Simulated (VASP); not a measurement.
An input for Quantum ESPRESSO's pw.x (written as the equivalent of a VASP run, and not itself run):

```
&CONTROL
  calculation = 'scf'
  pseudo_dir = './pseudo'
  outdir = './out'
  tprnfor = .true.
  tstress = .false.
/
&SYSTEM
  ibrav = 0
  nat = 2
  ntyp = 2
  ecutwfc = 58
  occupations = 'smearing'
  smearing = 'gaussian'
  degauss = 0.000735
  input_dft = 'hse'
  nqx1 = 4
  nqx2 = 4
  nqx3 = 4
  screening_parameter = 0.1058
/
&ELECTRONS
  conv_thr = 7.3e-08
  electron_maxstep = 100
/
ATOMIC_SPECIES
  Cs 132.905 Cs.upf
  Cl 35.450 Cl.upf
CELL_PARAMETERS angstrom
     4.1437000    0.0000000    0.0000000
     0.0000000    4.1437000    0.0000000
     0.0000000    0.0000000    4.1437000
ATOMIC_POSITIONS crystal
  Cs   0.0033460  0.0020540 -0.0029870
  Cl   0.4966540  0.4979460  0.5029870
K_POINTS automatic
  4 4 4 0 0 0
```

**Question.** Write the VASP files for the same calculation (HSE06).

**Answer.** This is not unique; one that fits is 
**INCAR**
```
AEXX=0.25
ALGO=Normal
EDIFF=1E-6
ENCUT=300
GGA=PE
HFSCREEN=0.2
ISIF=2
ISMEAR=0
ISYM=3
LASPH=T
LCHARG=F
LHFCALC=T
LMAXMIX=4
LREAL=F
LWAVE=F
NELM=100
PREC=Accurate
PRECFOCK=Fast
SIGMA=0.01
SYSTEM=CsCl
```

File POSCAR:
```
CsCl
1
    4.1437000000     0.0000000000     0.0000000000
    0.0000000000     4.1437000000     0.0000000000
    0.0000000000     0.0000000000     4.1437000000
Cs Cl
1 1
Direct
  0.0033460000   0.0020540000  -0.0029870000
  0.4966540000   0.4979460000   0.5029870000
```

KPOINTS:
```
Automatic
0
gamma
4 4 4
0 0 0
```

POTCAR, in this order: Cs_sv Cl (PBE.64 set). Program: vasp_std.

The two are equivalent in intent, not identical: the potentials are each code's own (VASP's PAW set, PseudoDojo norm-conserving files in pw.x), so ENCUT and ecutwfc are chosen apart and not converted; conv_thr bounds pw.x's estimated SCF error, while EDIFF bounds the energy change between steps.

The structure comes from a computed database's CsCl entry; how it stands against other phases isn't given here. The cell was not relaxed at this level, atoms are displaced from their ideal sites.
